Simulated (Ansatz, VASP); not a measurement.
**ScGa3Te: VASP beside Ansatz**

```xyz
5
Lattice="4.7211 0.0000 0.0000 0.0000 4.7211 0.0000 0.0000 0.0000 4.7211" Properties=species:S:1:pos:R:3 pbc="T T T"
Sc    2.3605    2.3605    2.3605
Ga    0.0000    2.3605    2.3605
Ga    2.3605    0.0000    2.3605
Ga    2.3605    2.3605    0.0000
Te    0.0000    0.0000    0.0000
```

Change from the starting cell: species swapped into the Sc3TlB type (Pm-3m, No. 221).

Alike in both runs: task relaxation of cell and atoms; functional PBE; k mesh 4 × 4 × 4; occupations gaussian, width 0.1 eV; no spin polarisation.

```csv
,VASP,Ansatz
version,VASP 6.6.1,Ansatz 0.2.0
potentials or method,"VASP PAW PBE potentials, release 64 (Sc_sv, Ga_d, Te)","scalar-relativistic, plane waves, PAW"
plane-wave cutoff (eV),600,420
valence electrons in the cell,56,66
```

|  | VASP | Ansatz | Ansatz less VASP |
| --- | --- | --- | --- |
| gap on the k mesh at the Fermi level, each at its own relaxed structure (eV) | none | none | - |
| relaxed volume (Å³/atom) | 30.27 | 29.93 | -0.347 |
| relaxed cell length with the largest relative difference (Å) | 5.329 | 5.309 | -0.0204 |
| energy change over the relaxation (meV/atom) | -423 | -417 | +6.1 |

A gap of «none» marks a metal or a gap that the smearing closes. The two sets of potentials don't hold the same shells in valence.

Caveats: the volume moved by over 15 % at a fixed basis, so the end points are rough (VASP). The runs have no spin-orbit coupling, so splittings on Te are missing.
